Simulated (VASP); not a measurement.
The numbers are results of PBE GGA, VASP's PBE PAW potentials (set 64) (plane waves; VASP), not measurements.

A VASP calculation is set up with these files.

File KPOINTS:
```
Automatic mesh
0
Monkhorst-Pack
9 9 9
0 0 0
```

### INCAR
```
# general
SYSTEM =PbTe
PREC   =Accurate
ENCUT  =400
LREAL  =.False.
LASPH  =.True.

# electronic loop
EDIFF  =1E-6
NELM   =100
ALGO   =Normal
LMAXMIX=4

# smearing
ISMEAR =0
SIGMA  =0.05

# functional
GGA    =PE

# ions
ISIF   =2

# output
LWAVE  =.False.
LCHARG =.False.
```

### POSCAR
```
PbTe
4.567910
  0.0000000000   0.7071067512   0.7071067512
  0.7071067512   0.0000000000   0.7071067512
  0.7071067512   0.7071067512   0.0000000000
Te Pb
1 1
Cart
  0.7071067512   0.7071067512   0.7071067512
  0.0000000000   0.0000000000   0.0000000000
```

POTCAR, in this order: Te Pb_d (PBE.64 set). Program: vasp_std.

The run wrote:

File OSZICAR:
```
       N       E                     dE             d eps       ncg     rms          rms(c)
DAV:   1     0.144496123266E+03    0.14450E+03   -0.80218E+03   980   0.113E+03
DAV:   2     0.249265415768E+01   -0.14200E+03   -0.13883E+03  1040   0.315E+02
DAV:   3    -0.738533422796E+01   -0.98780E+01   -0.98259E+01  1316   0.915E+01
DAV:   4    -0.761486995561E+01   -0.22954E+00   -0.22947E+00  1202   0.176E+01
DAV:   5    -0.762143561908E+01   -0.65657E-02   -0.65656E-02  1294   0.241E+00    0.334E+00
DAV:   6    -0.750232696273E+01    0.11911E+00   -0.28389E-01  1332   0.433E+00    0.207E+00
DAV:   7    -0.749913151151E+01    0.31955E-02   -0.87466E-02  1222   0.168E+00    0.926E-01
DAV:   8    -0.750091744229E+01   -0.17859E-02   -0.98618E-03  1112   0.118E+00    0.136E-01
DAV:   9    -0.750085544745E+01    0.61995E-04   -0.10759E-03  1482   0.402E-01    0.558E-02
DAV:  10    -0.750090000757E+01   -0.44560E-04   -0.12056E-04  1016   0.878E-02    0.209E-02
DAV:  11    -0.750090671999E+01   -0.67124E-05   -0.29257E-05  1168   0.484E-02    0.111E-02
DAV:  12    -0.750090684779E+01   -0.12780E-06   -0.17662E-06  1064   0.133E-02
   1 F= -.75009068E+01 E0= -.75009068E+01  d E =-.121112E-13
```

File OUTCAR:
```
------------------------ aborting loop because EDIFF is reached ----------------------------------------
  FORCE on cell =-STRESS in cart. coord.  units (eV):
  Direction    XX          YY          ZZ          XY          YZ          ZX
  --------------------------------------------------------------------------------------
  Total        0.8847497      0.8847497      0.8847497     -0.0000000     -0.0000000      0.0000000
  in kB       21.0326245     21.0326245     21.0326245     -0.0000000     -0.0000000      0.0000000
  external PRESSURE =      21.0326245 kB  Pullay stress =       0.0000000 kB
  volume of cell :       67.40
      direct lattice vectors                 reciprocal lattice vectors
     0.000000000  3.230000000  3.230000000    -0.154798762  0.154798762  0.154798762
     3.230000000  0.000000000  3.230000000     0.154798762 -0.154798762  0.154798762
     3.230000000  3.230000000  0.000000000     0.154798762  0.154798762 -0.154798762
  FREE ENERGIE OF THE ION-ELECTRON SYSTEM (eV)
  ---------------------------------------------------
  free  energy   TOTEN  =        -7.5009068478 eV

  energy  without entropy=       -7.5009068478  energy(sigma->0) =       -7.50090685
```
(Selected blocks of OUTCAR.)

The compound is PbTe in the rock salt structure. The cell was not relaxed at this level. The run is one of a series of settings (KPOINTS 9×9×9 Monkhorst-Pack mesh against the base run), some of them coarse on purpose.
